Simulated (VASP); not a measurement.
Consider the following.

```
WS2
1.0
    1.50245    -2.60233     0.00000
    1.50245     2.60233     0.00000
    0.00000     0.00000    10.95195
W S
2 4
Direct
  0.33333   0.66667   0.25000
  0.66667   0.33333   0.75000
  0.33333   0.66667   0.89514
  0.66667   0.33333   0.39514
  0.66667   0.33333   0.10486
  0.33333   0.66667   0.60486
```

These are PBE GGA, VASP's PBE PAW potentials (set 64) (plane waves; VASP 6.6.1) values and carry that method's errors. Settings: 500 eV cut-off, 8×8×2 Γ-centred mesh, Gaussian smearing of 0.050 eV, potentials W_sv S.

Energy and stress use the plane-wave basis of the starting cell. Without a dispersion term in the relaxation, distances and binding between the weakly bound layers, chains or molecules are unreliable, and so is what depends on them.

### Question
The ions, cell shape and volume at an external pressure of 45.0 GPa are relaxed. Predict the relaxed structure.

### Answer

```
WS2
1.0
    1.47228    -2.55006     0.00000
    1.47228     2.55006     0.00000
    0.00000     0.00000    10.69072
W S
2 4
Direct
  0.33333   0.66667   0.25000
  0.66667   0.33333   0.75000
  0.33333   0.66667   0.89913
  0.66667   0.33333   0.39913
  0.66667   0.33333   0.10087
  0.33333   0.66667   0.60087
```
Space group P6_3/mmc (194), at a tolerance of 0.03 Å.

### Question
How do energy and volume change from the first to the last step?

### Answer
The energy (σ→0) changes by +207.8 meV/atom and the volume by -6.3 %, in 8 ionic steps.

The compound is WS2 in the 2H layered structure. This run relaxes it under an external pressure of 45 GPa. Symmetry was kept, so distortions that lower it aren't found. The k-mesh is coarse (spacing up to 0.31 per Å, 2π included), so the numbers may not be converged in it.
